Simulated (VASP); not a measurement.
All values below come from revPBE GGA, VASP's PBE PAW potentials (set 64) (plane waves; VASP).

Input for VASP

**POSCAR**
```
CdSe
1
   -0.0000000000     3.1342922583     3.1342922583
    3.1342922583     0.0000000000     3.1342922583
    3.1342922583     3.1342922583    -0.0000000000
Cd Se
1 1
Direct
  0.0000000000   0.0000000000   0.0000000000
  0.2500000000   0.2500000000   0.2500000000
```

**INCAR**
```
! general
SYSTEM  = CdSe
PREC    = Accurate
ENCUT   = 520
LREAL   = .FALSE.
LASPH   = .TRUE.

! electronic loop
EDIFF   = 1E-6
NELM    = 100
ALGO    = Normal
LMAXMIX = 4

! smearing
ISMEAR  = 0
SIGMA   = 0.05

! functional
GGA     = RE

! ions
IBRION  = 2
NSW     = 60
ISIF    = 3
EDIFFG  = -0.01

! output
LWAVE   = .FALSE.
LCHARG  = .FALSE.
```

### KPOINTS
```
Automatic
0
G
  7 7 7
0 0 0
```

POTCAR, in this order: Cd Se (PBE.64 set). Program: vasp_std.

The run wrote:

File OSZICAR:
```
       N       E                     dE             d eps       ncg     rms          rms(c)
DAV:   1     0.109949743772E+03    0.10995E+03   -0.86969E+03   520   0.122E+03
DAV:   2    -0.472425579783E+00   -0.11042E+03   -0.10572E+03   625   0.288E+02
DAV:   3    -0.530193358346E+01   -0.48295E+01   -0.48198E+01   605   0.628E+01
DAV:   4    -0.532870662718E+01   -0.26773E-01   -0.26771E-01   595   0.464E+00
DAV:   5    -0.532889447410E+01   -0.18785E-03   -0.18785E-03   575   0.346E-01    0.555E+00
DAV:   6    -0.495923121366E+01    0.36966E+00   -0.68621E-01   640   0.985E+00    0.441E+00
DAV:   7    -0.494192996033E+01    0.17301E-01   -0.16754E-01   555   0.303E+00    0.194E+00
DAV:   8    -0.494520681900E+01   -0.32769E-02   -0.14174E-02   525   0.169E+00    0.251E-01
DAV:   9    -0.494594314373E+01   -0.73632E-03   -0.22602E-03   605   0.619E-01    0.533E-02
DAV:  10    -0.494616593241E+01   -0.22279E-03   -0.30867E-04   555   0.223E-01    0.544E-02
DAV:  11    -0.494630160678E+01   -0.13567E-03   -0.27966E-04   525   0.111E-01    0.191E-02
DAV:  12    -0.494630002242E+01    0.15844E-05   -0.71638E-06   623   0.343E-02    0.592E-03
DAV:  13    -0.494630392344E+01   -0.39010E-05   -0.11108E-05   520   0.195E-02    0.456E-03
DAV:  14    -0.494630389542E+01    0.28023E-07   -0.13007E-07   405   0.269E-03
   1 F= -.49463039E+01 E0= -.49463039E+01  d E =-.494630E+01
```

OUTCAR:
```
------------------------ aborting loop because EDIFF is reached ----------------------------------------
  FORCE on cell =-STRESS in cart. coord.  units (eV):
  Direction    XX          YY          ZZ          XY          YZ          ZX
  --------------------------------------------------------------------------------------
  Total        0.0171791      0.0171791      0.0171791      0.0000000     -0.0000000     -0.0000000
  in kB        0.4469530      0.4469530      0.4469530      0.0000000     -0.0000000     -0.0000000
  external PRESSURE =       0.4469530 kB  Pullay stress =       0.0000000 kB
  volume of cell :       61.58
      direct lattice vectors                 reciprocal lattice vectors
     0.000000000  3.134292258  3.134292258    -0.159525647  0.159525647  0.159525647
     3.134292258  0.000000000  3.134292258     0.159525647 -0.159525647  0.159525647
     3.134292258  3.134292258  0.000000000     0.159525647  0.159525647 -0.159525647
  FREE ENERGIE OF THE ION-ELECTRON SYSTEM (eV)
  ---------------------------------------------------
  free  energy   TOTEN  =        -4.9463038954 eV

  energy  without entropy=       -4.9463038954  energy(sigma->0) =       -4.94630390

 reached required accuracy - stopping structural energy minimisation
```
(Selected blocks of OUTCAR.)

The compound is CdSe in the zinc blende structure, whereas wurtzite is the usual form. It was relaxed first, which changed the volume by +11 %. The start is the result of an earlier pass.
